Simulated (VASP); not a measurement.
Given:

```xyz
4
Lattice="3.6601 0.0000 0.0000 0.0000 3.6601 0.0000 0.0000 0.0000 3.6601" Properties=species:S:1:pos:R:3 pbc="T T T"
Al     0.0000     0.0000     0.0000
Ni     0.0000     1.8300     1.8300
Ni     1.8300     0.0000     1.8300
Ni     1.8300     1.8300     0.0000
```
Starting moments (μB, in the order of the record's atoms Al Ni Ni Ni): 0.0 0.3 0.3 0.3.

These are revPBE GGA, VASP's PBE PAW potentials (set 64) (plane waves; VASP 6.6.1) values and carry that method's errors. Run with 520 eV cut-off, 9×9×9 Γ-centred mesh, first-order Methfessel-Paxton smearing of 0.10 eV, potentials Al Ni.

Question: Give the stress tensor in GPa (positive for a compressed cell).

Answer: 
```
-8.61   0.00   0.00
 0.00  -8.61   0.00
 0.00   0.00  -8.61
```
The pressure is its mean diagonal, -8.61 GPa.

The compound is Ni3Al in the L1_2 structure. This cell is one point of a volume scan, at 1.06 of the reference volume.
